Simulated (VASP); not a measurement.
```xyz
4
Lattice="3.8678 0.0000 0.0000 0.0000 3.8678 0.0000 0.0000 0.0000 5.0526" Properties=species:S:1:pos:R:3 pbc="T T T"
Sn     1.9339     0.0000     3.8896
Sn     3.8678     1.9339     1.1630
O      1.9339     1.9339     5.0526
O      0.0000     3.8678     5.0526
```

Computed with PBE GGA, VASP's PBE PAW potentials (set 64) (plane waves; VASP 6.6.1). Settings: 600 eV cut-off, 6×6×4 Γ-centred mesh, Gaussian smearing of 0.050 eV, potentials Sn_d O.

Without a dispersion term in the relaxation, distances and binding between the weakly bound layers, chains or molecules are unreliable, and so is what depends on them. Unless said otherwise, spin-orbit coupling is left out, though it shifts the bands of the heavy elements here.

Estimate the energy per atom (σ→0), band gap (on the k-mesh) with the smallest direct gap where there is one.

```yaml
band gap (on the k-mesh): 0.46 eV
smallest direct gap (on the k-mesh): 1.92 eV
energy per atom (σ→0): -5.683 eV/atom
```

Only differences to runs with the same potentials and settings are physical.

The compound is SnO in the litharge structure. It was relaxed first, which changed the volume by +8 %.
